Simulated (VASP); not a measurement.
CsGe4:

```
CELL_PARAMETERS angstrom
5.20797 0.00000 0.00000
0.00000 5.20797 0.00000
0.00000 0.00000 5.20797
ATOMIC_POSITIONS crystal
Cs 0.00000 0.00000 0.00000
Ge 0.25000 0.25000 0.25000
Ge 0.75000 0.75000 0.25000
Ge 0.25000 0.75000 0.75000
Ge 0.75000 0.25000 0.75000
```

The cell was built by a generator and needn't be a form met in nature.

The cell isn't the ideal one: species swapped into the SnI4 type (P-43m, No. 215).

| Quantity | Value |
| --- | --- |
| Program | VASP 6.6.1 |
| Task | relaxation of cell and atoms |
| Functional | PBE |
| Potentials or basis | VASP PAW PBE potentials, release 64 (Cs_sv, Ge_d) |
| Cutoff | 600 eV |
| k mesh | 4 × 4 × 4 |
| Occupations | gaussian, width 0.1 eV |
| Spin | no spin polarisation |

At the start: pressure 21.5 GPa; volume 28.25 Å³/atom.

Question: How do energy, volume and symmetry change on relaxing?

Answer: Over 17 steps the energy falls by 2744.0 meV/atom and the volume is 39.57 Å³/atom (+40.1 %); space group P-43m (No. 215, to 0.05 Å).

Step by step:
```tsv
step	energy change (eV)	largest force (eV/Å)	pressure (GPa)	volume (Å³)
1	0.0000	8.6281	21.49	141.26
2	-9.2347	2.4348	-4.12	233.75
3	-9.2729	2.3932	-4.25	237.20
4	-11.5550	2.6377	-3.73	204.44
5	46.6066	17.4559	48.32	124.49
6	1.0352	3.0235	-3.34	192.99
7	-13.2009	0.4992	4.25	156.25
8	-13.2175	1.0605	3.09	160.28
9	-13.2213	0.8736	3.23	158.85
10	-13.4631	0.9589	4.08	170.23
11	-13.4749	0.6290	3.47	168.33
12	-13.6991	0.4107	-0.74	198.62
13	-13.7093	0.2440	-0.02	192.78
14	-13.7092	0.2547	-0.09	193.30
15	-13.7191	0.0838	-0.04	196.37
16	-13.7198	0.0407	0.02	198.59
17	-13.7201	0.0037	-0.02	197.86
```

Final structure:
```yaml
crystal:
  lattice:
    - [5.82706, 0.00000, 0.00000]
    - [0.00000, 5.82706, 0.00000]
    - [0.00000, 0.00000, 5.82706]
  atoms:
    - { symbol: Cs, position: [0.00000, 0.00000, 0.00000] }
    - { symbol: Ge, position: [0.34067, 0.34067, 0.34067] }
    - { symbol: Ge, position: [0.65933, 0.65933, 0.34067] }
    - { symbol: Ge, position: [0.34067, 0.65933, 0.65933] }
    - { symbol: Ge, position: [0.65933, 0.34067, 0.65933] }
```

Caveat: the volume moved by over 15 % at a fixed basis, so the end points are rough.
